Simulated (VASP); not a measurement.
**A VASP study of Se (AM05): structure first, properties next**

Aim: relax Se, then compute properties on the relaxed cell. The steps: full relaxation (AM05), second relaxation, single point with fields (AM05), bands along the symmetry lines (AM05), total and projected DOS (AM05), volume scan with AM05, fit for AM05, electric field gradients (AM05), optical spectrum (AM05) and bands along the symmetry lines (AM05) with a changed input. This is not the structure that Se takes at ambient conditions. The start is a computed cell from the Materials Project.

Calculated with VASP 6.6.1; AM05; plane waves and PAW (Se).

The starting crystal is not the ambient structure of Se (space group No. 152 or space group No. 154); it is a model or a phase of other conditions.

### 1. Starting point

Before any relaxation, the start is as follows. It takes space group Im-3m (No. 229, cubic). Conventional cell: a = 3.407 Å, b = 3.407 Å, c = 3.407 Å, α = 90.00°, β = 90.00°, γ = 90.00°. Se has 8 Se at 2.95 Å nearest.

Coordinates:

```xyz
1
Lattice="-1.7034 1.7034 1.7034 1.7034 -1.7034 1.7034 1.7034 1.7034 -1.7034" Properties=species:S:1:pos:R:3 pbc="T T T"
Se    0.0000    0.0000    0.0000
```

### 2. Full relaxation (AM05)

Properties are meant for the cell that this level of theory prefers, so cell and atoms are relaxed first (ISIF = 3) until forces and stress are small; EDIFFG sets the threshold. AM05 is built from the electron gas and the surface model, and does well on lattice constants.

INCAR

```
SYSTEM = Se
PREC = Accurate
ENCUT = 400
EDIFF = 1E-06
NELM = 100
ISMEAR = 0
SIGMA = 0.05
LREAL = .FALSE.
ALGO = Normal
GGA = AM
NBANDS = 9
LORBIT = 11
LWAVE = .FALSE.
LCHARG = .FALSE.
KPAR = 2
IBRION = 2
NSW = 60
ISIF = 3
EDIFFG = -0.01
```

POSCAR

```
Se
1.0
   -1.7034486149      1.7034486149      1.7034486149
    1.7034486149     -1.7034486149      1.7034486149
    1.7034486149      1.7034486149     -1.7034486149
Se
1
Direct
    0.0000000000      0.0000000000      0.0000000000
```

KPOINTS

```
Automatic mesh
0
Gamma
11 11 11
0 0 0
```

Potentials, in the order of the species: Se (PBE family, release 64).

Run with:

```console
> mpirun -np 2 vasp_std
```

The program printed:

```text
[banner, memory and clock lines left out]
running    2 mpi-ranks, on    1 nodes
 distrk:  each k-point on    1 cores,    2 groups
 distr:  one band on    1 cores,    1 groups

 POSCAR found type information on POSCAR Se
 POSCAR found :  1 types and       1 ions
|                                                                             |
|               ----> ADVICE to this user running VASP <----                  |
|                                                                             |
|     You enforced a specific xc type in the INCAR file but a different       |
|     [... a line on the potential file left out ...]
|     I HOPE YOU KNOW WHAT YOU ARE DOING!                                     |
|                                                                             |

 LDA part: xc-table for (Slater+PW92), standard interpolation
 POSCAR, INCAR and KPOINTS ok, starting setup
 FFT: planning ... GRIDC
 FFT: planning ... GRID_SOFT
 FFT: planning ... GRID
 WAVECAR not read
 entering main loop
       N       E                     dE             d eps       ncg     rms          rms(c)
DAV:   1     0.637561840860E+01    0.63756E+01   -0.23922E+03  1025   0.453E+02
DAV:   2    -0.287716255099E+01   -0.92528E+01   -0.89730E+01  1374   0.650E+01
DAV:   3    -0.307881876476E+01   -0.20166E+00   -0.20118E+00  1162   0.832E+00
DAV:   4    -0.307911879236E+01   -0.30003E-03   -0.30002E-03  1372   0.363E-01
DAV:   5    -0.307911896072E+01   -0.16835E-06   -0.16859E-06  1177   0.832E-03    0.327E+00
DAV:   6    -0.307739348727E+01    0.17255E-02   -0.29632E-03  1110   0.293E-01    0.193E+00
DAV:   7    -0.307713075295E+01    0.26273E-03   -0.49784E-03  1081   0.384E-01    0.760E-02
DAV:   8    -0.307712326784E+01    0.74851E-05   -0.13674E-04  1132   0.700E-02    0.723E-03
DAV:   9    -0.307712339164E+01   -0.12380E-06   -0.10950E-06  1232   0.869E-03
   1 F= -.30771234E+01 E0= -.30761406E+01  d E =-.307712E+01
 curvature:   0.00 expect dE= 0.000E+00 dE for cont linesearch  0.000E+00
 trial: gam= 0.00000 g(F)=  0.260E-63 g(S)=  0.134E-01 ort = 0.000E+00 (trialstep = 0.100E+01)
 search vector abs. value=  0.134E-01
 bond charge predicted
       N       E                     dE             d eps       ncg     rms          rms(c)
DAV:   1    -0.310779980068E+01   -0.30677E-01   -0.78069E-01  1019   0.466E+00    0.894E-01
DAV:   2    -0.308814217787E+01    0.19658E-01   -0.18039E-02  1059   0.827E-01    0.442E-01
DAV:   3    -0.308094893011E+01    0.71932E-02   -0.20493E-02  1055   0.704E-01    0.122E-01
DAV:   4    -0.308097738189E+01   -0.28452E-04   -0.85828E-05  1094   0.730E-02    0.455E-02
DAV:   5    -0.308097810132E+01   -0.71943E-06   -0.14736E-05  1196   0.216E-02    0.352E-03
DAV:   6    -0.308097802084E+01    0.80483E-07   -0.11992E-07   606   0.338E-03
   2 F= -.30809780E+01 E0= -.30798356E+01  d E =-.385463E-02
 trial-energy change:   -0.003855  1 .order   -0.003719   -0.013407    0.005968
 step:   0.7007(harm=  0.6920)  dis= 0.00000  next Energy=    -3.081867 (dE=-0.474E-02)
 bond charge predicted
       N       E                     dE             d eps       ncg     rms          rms(c)
DAV:   1    -0.308427238907E+01   -0.32943E-02   -0.68508E-02  1021   0.136E+00    0.258E-01
DAV:   2    -0.308250848001E+01    0.17639E-02   -0.16727E-03  1043   0.253E-01    0.132E-01
DAV:   3    -0.308186276879E+01    0.64571E-03   -0.18539E-03  1063   0.212E-01    0.349E-02
DAV:   4    -0.308186666854E+01   -0.38998E-05   -0.71833E-06  1079   0.213E-02    0.167E-02
DAV:   5    -0.308186858826E+01   -0.19197E-05   -0.11603E-06  1103   0.632E-03    0.129E-03
DAV:   6    -0.308186861884E+01   -0.30580E-07   -0.93168E-09   521   0.813E-04
   3 F= -.30818686E+01 E0= -.30807942E+01  d E =-.474523E-02
 curvature:  -0.35 expect dE=-0.140E-07 dE for cont linesearch -0.140E-07
 trial: gam=-0.00173 g(F)=  0.166E-63 g(S)=  0.405E-07 ort = 0.233E-04 (trialstep = 0.940E+00)
 search vector abs. value=  0.100E-09
 reached required accuracy - stopping structural energy minimisation
```

The job ended after 6.8 s (2 MPI ranks of Intel Xeon Platinum 8259CL at 2.50GHz (Skylake/Cascade Lake), shared host; peak memory 0.24 GiB; 11 s of CPU time).

The logs omit lines about the potential files and the build; timing stands in the text.

Parts of OUTCAR (step 2):

```text
ion  position               nearest neighbor table
   1  0.000  0.000  0.000-

  LATTYP: Found a body centered cubic cell.
 ALAT       =     3.4068972298

 Subroutine GETGRP returns: Found 48 space group operations
 (whereof 48 operations were pure point group operations)

The static configuration has the point symmetry O_h .

 Found     56 irreducible k-points:

   k-points           NKPTS =     56   k-points in BZ     NKDIM =     56   number of bands    NBANDS=      9

   dimension x,y,z NGX =    20 NGY =   20 NGZ =   20
   dimension x,y,z NGXF=    40 NGYF=   40 NGZF=   40

   ENCUT  =  400.0 eV  29.40 Ry    5.42 a.u.   4.81  4.81  4.81*2*pi/ulx,y,z

   NELECT =       6.0000    total number of electrons

 k-points in reciprocal lattice and weights: Automatic mesh
   0.00000000  0.00000000  0.00000000       0.001
   0.09090909  0.00000000  0.00000000       0.009
   0.18181818  0.00000000  0.00000000       0.009
   0.27272727  0.00000000  0.00000000       0.009
   0.36363636  0.00000000  0.00000000       0.009
   0.45454545  0.00000000  0.00000000       0.009
   0.09090909  0.09090909  0.00000000       0.018
   0.18181818  0.09090909  0.00000000       0.036
   0.27272727  0.09090909  0.00000000       0.036
[...]
-0.45454545 -0.45454545  0.36363636       0.006
  -0.45454545  0.45454545  0.45454545       0.005

 average (electrostatic) potential at core
       1 -52.8190

 E-fermi :   6.2886

 k-point     1 :       0.0000    0.0000    0.0000
  band No.  band energies     occupation
      1     -10.5133      2.00000
      2       9.4479      0.00000
      3       9.4479      0.00000
      4       9.4479      0.00000
      5      17.9599      0.00000
      6      18.6946      0.00000
    ...

 k-point     2 :       0.0909    0.0000    0.0000
  band No.  band energies     occupation
      1     -10.3269      2.00000
      2       8.3195      0.00000
      3       9.0547      0.00000
      4       9.3726      0.00000
      5      17.8015      0.00000
      6      17.9514      0.00000
    ...

 k-point     3 :       0.1818    0.0000    0.0000
  band No.  band energies     occupation
      1      -9.7770      2.00000
      2       5.9144      2.00000
      3       8.1899      0.00000
      4       9.1659      0.00000
      5      16.0908      0.00000
      6      16.6821      0.00000
      7      20.3975      0.00000
    ...

  Total       -0.0005290     -0.0005290     -0.0005290     -0.0000000     -0.0000000      0.0000000
  in kB       -0.0442157     -0.0442157     -0.0442157     -0.0000000     -0.0000000      0.0000000
  external PRESSURE =      -0.0442157 kB  Pullay stress =       0.0000000 kB

  energy-cutoff  :      400.00
  volume of cell :       19.17
      direct lattice vectors                 reciprocal lattice vectors
    -1.685921417  1.685921417  1.685921417     0.000000000  0.296573728  0.296573728
     1.685921417 -1.685921417  1.685921417     0.296573728  0.000000000  0.296573728
     1.685921417  1.685921417 -1.685921417     0.296573728  0.296573728  0.000000000

 POSITION                                       TOTAL-FORCE (eV/Angst)
 -----------------------------------------------------------------------------------
     -0.00000      0.00000      0.00000        -0.000000      0.000000      0.000000
 -----------------------------------------------------------------------------------
    total drift:                                0.000000      0.000000     -0.000000

  FREE ENERGIE OF THE ION-ELECTRON SYSTEM (eV)
  ---------------------------------------------------
  free  energy   TOTEN  =        -3.0818686188 eV

  energy  without entropy=       -3.0797198311  energy(sigma->0) =       -3.08079422

 reached required accuracy - stopping structural energy minimisation

 total charge
# of ion       s       p       d       tot
------------------------------------------
    1        1.539   2.039   0.060   3.638

[... 3 further parts left out ...]
```

CONTCAR:

```
Se
   1.00000000000000
    -1.6859214166048830    1.6859214166048830    1.6859214166048830
     1.6859214166048830   -1.6859214166048830    1.6859214166048830
     1.6859214166048830    1.6859214166048830   -1.6859214166048830
  Se
     1
Direct
     0.0000000000000000    0.0000000000000000    0.0000000000000000
```

The k-mesh is coarse for a metal. The PAW data sets were made with PBE, which is usual practice but a small mismatch for other functionals. The run keeps the 48 symmetry operations of its start, so it cannot find a distortion of lower symmetry.

The steps of the relaxation:

| step | energy less that of the first step (eV) | largest force (eV/Å) | pressure (GPa) | volume (Å³) |
| --- | --- | --- | --- | --- |
| 1 | 0.0000 | 0.0000 | -2.47 | 19.77 |
| 2 | -0.0039 | 0.0000 | 1.15 | 18.91 |
| 3 | -0.0047 | 0.0000 | 0.00 | 19.17 |

```
conventional cell, symmetrised  before  after  change
                         a (Å)   3.407  3.372  -1.0 %
                         b (Å)   3.407  3.372  -1.0 %
                         c (Å)   3.407  3.372  -1.0 %
              volume (Å³/atom)   19.77  19.17  -3.1 %
```

Final coordinates:

```xyz
1
Lattice="-1.6859 1.6859 1.6859 1.6859 -1.6859 1.6859 1.6859 1.6859 -1.6859" Properties=species:S:1:pos:R:3 pbc="T T T"
Se    0.0000    0.0000    0.0000
```

This step gave:

```yaml
electrons: 6
bands: 9
irreducible_k_points: 56
symmetry_operations: 48
free_energy_toten: -3.082 eV
energy_at_zero_smearing: -3.081 eV
fermi_energy: 6.289 eV
pressure: -0.004422 GPa
metallic_judged_on_the_points_sampled: yes
scf_cycles_over_all_ionic_steps: 21
```

It ends with forces that vanish by symmetry and a pressure of 0.00 GPa.

### 3. Second relaxation

A relaxation keeps the plane waves of the cell it began with, so it is repeated from the new cell, on a basis made for it.

INCAR is that of step 2.

POSCAR

```
Se
1.0
   -1.6859214166      1.6859214166      1.6859214166
    1.6859214166     -1.6859214166      1.6859214166
    1.6859214166      1.6859214166     -1.6859214166
Se
1
Direct
    0.0000000000      0.0000000000      0.0000000000
```

KPOINTS is that of step 2.

Run with:

```console
> mpirun -np 2 vasp_std
```

The program printed:

```text
[banner, memory and clock lines left out]
running    2 mpi-ranks, on    1 nodes
 distrk:  each k-point on    1 cores,    2 groups
 distr:  one band on    1 cores,    1 groups

 POSCAR found type information on POSCAR Se
 POSCAR found :  1 types and       1 ions
 [... a notice as in an earlier step ...]

 LDA part: xc-table for (Slater+PW92), standard interpolation
 POSCAR, INCAR and KPOINTS ok, starting setup
 FFT: planning ... GRIDC
 FFT: planning ... GRID_SOFT
 FFT: planning ... GRID
 WAVECAR not read
 entering main loop
       N       E                     dE             d eps       ncg     rms          rms(c)
DAV:   1     0.738909261046E+01    0.73891E+01   -0.25028E+03  1016   0.467E+02
DAV:   2    -0.284410908846E+01   -0.10233E+02   -0.97001E+01  1415   0.681E+01
DAV:   3    -0.308287793709E+01   -0.23877E+00   -0.22388E+00  1176   0.907E+00
DAV:   4    -0.308323730605E+01   -0.35937E-03   -0.35932E-03  1355   0.406E-01
DAV:   5    -0.308323754863E+01   -0.24258E-06   -0.24229E-06  1210   0.936E-03    0.350E+00
DAV:   6    -0.308185431485E+01    0.13832E-02   -0.24410E-03  1108   0.269E-01    0.207E+00
DAV:   7    -0.308165366040E+01    0.20065E-03   -0.41906E-03  1085   0.357E-01    0.694E-02
DAV:   8    -0.308164307793E+01    0.10582E-04   -0.11819E-04  1109   0.658E-02    0.675E-03
DAV:   9    -0.308164323865E+01   -0.16072E-06   -0.96376E-07  1221   0.820E-03
   1 F= -.30816432E+01 E0= -.30805686E+01  d E =-.308164E+01
 curvature:   0.00 expect dE= 0.000E+00 dE for cont linesearch  0.000E+00
 trial: gam= 0.00000 g(F)=  0.715E-64 g(S)=  0.884E-06 ort = 0.000E+00 (trialstep = 0.100E+01)
 search vector abs. value=  0.884E-06
 reached required accuracy - stopping structural energy minimisation
```

The job ended after 3.6 s (2 MPI ranks; peak memory 0.23 GiB; 5 s of CPU time).

Parts of OUTCAR (step 3):

```text
  LATTYP: Found a body centered cubic cell.
 ALAT       =     3.3718428332

The static configuration has the point symmetry O_h .

 Found     56 irreducible k-points:

   ENCUT  =  400.0 eV  29.40 Ry    5.42 a.u.   4.76  4.76  4.76*2*pi/ulx,y,z

   NELECT =       6.0000    total number of electrons

 E-fermi :   6.2889

 k-point     1 :       0.0000    0.0000    0.0000
  band No.  band energies     occupation
      1     -10.5130      2.00000
      2       9.4482      0.00000
      3       9.4482      0.00000
      4       9.4482      0.00000
      5      17.9602      0.00000
      6      18.6949      0.00000
    ...

 k-point     2 :       0.0909    0.0000    0.0000
  band No.  band energies     occupation
      1     -10.3266      2.00000
      2       8.3198      0.00000
      3       9.0551      0.00000
      4       9.3729      0.00000
      5      17.8017      0.00000
      6      17.9517      0.00000
    ...

  Total       -0.0024714     -0.0024714     -0.0024714      0.0000000     -0.0000000      0.0000000
  in kB       -0.2065770     -0.2065770     -0.2065770      0.0000000     -0.0000000      0.0000000
  external PRESSURE =      -0.2065770 kB  Pullay stress =       0.0000000 kB

 POSITION                                       TOTAL-FORCE (eV/Angst)
 -----------------------------------------------------------------------------------
      0.00000      0.00000      0.00000        -0.000000      0.000000     -0.000000
 -----------------------------------------------------------------------------------
    total drift:                                0.000000      0.000000     -0.000000

  FREE ENERGIE OF THE ION-ELECTRON SYSTEM (eV)
  ---------------------------------------------------
  free  energy   TOTEN  =        -3.0816432387 eV

  energy  without entropy=       -3.0794938968  energy(sigma->0) =       -3.08056857

[... 7 parts as in an earlier step ...]

[... 6 further parts left out ...]
```

Little changed from the start: no atom moved by 0.005 Å and no cell edge by 0.1 %.

This step gave:

```yaml
pressure: -0.02066 GPa
scf_cycles_over_all_ionic_steps: 9
```

It ends with forces that vanish by symmetry and a pressure of -0.02 GPa. The volume moved by under 0.01 %: the run met its threshold at the first step.

[end of part 1 of 4]

[Lines on the potential files, build, host, timing and source positions are cut from VASP's logs without a mark.]

[Logs are printed without paths, hosts, clocks, repeated set-up lines and the standing remarks that a program may print on its own settings, such as how far it seeks lower states.]

[Hosts, paths, dates, database ids (printed as entryN), source tags and the programs' standing remarks are cut or masked in the printed files.]

[A measured line is paired with the nearest computed mode of its activity, which favours agreement.]

[In band tables of VASP the shares of atoms and orbitals are scaled to a sum of 1 inside the atoms' spheres.]
